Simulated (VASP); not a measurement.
Input of a VASP 6.6.1 run:

INCAR

```
PREC     = Accurate       # precision mode
ENCUT    = 520            # plane-wave cutoff, eV
EDIFF    = 1E-6           # SCF threshold, eV
ISMEAR   = 0              # smearing method
SIGMA    = 0.1            # smearing width, eV
LREAL    = False          # projectors in reciprocal space
LASPH    = True           # aspherical terms in the spheres
NELM     = 80             # most SCF steps
ALGO     = Fast           # electronic algorithm
ISIF     = 2              # what is computed and relaxed
LWAVE    = False          # write WAVECAR
LCHARG   = False          # write CHGCAR
GGA      = CA             # functional
NBANDS   = 19             # bands
```

The input KPOINTS:

```
Automatic mesh
0
Gamma
  14 14 10
```

File POSCAR:

```
ZrHg
1.0
    3.0699300197      0.0000000000      0.0000000000
    0.0000000000      3.0699300197      0.0000000000
    0.0000000000      0.0000000000      4.2231352065
Zr Hg
1 1
Direct
    0.5000000000      0.5000000000      0.5000000000
    0.0000000000      0.0000000000      0.0000000000
```

Potentials or basis: VASP PAW LDA potentials, release 64 (Zr_sv, Hg).

Launch:

```sh
$ cat potpaw_LDA.64/Zr_sv/POTCAR potpaw_LDA.64/Hg/POTCAR > POTCAR
$ mpirun -np 1 vasp_std > vasp.out
```

Q: Predict the pressure.

A: 0.9 GPa.

Q: What does it give for the band gap on the k mesh?

A: None (metal or under the smearing width).

Stress tensor (GPa, compression positive):
```
0.82 0.00 0.00
0.00 0.82 0.00
0.00 0.00 0.95
```

Spin-orbit coupling is left out, which matters for the levels of Hg.
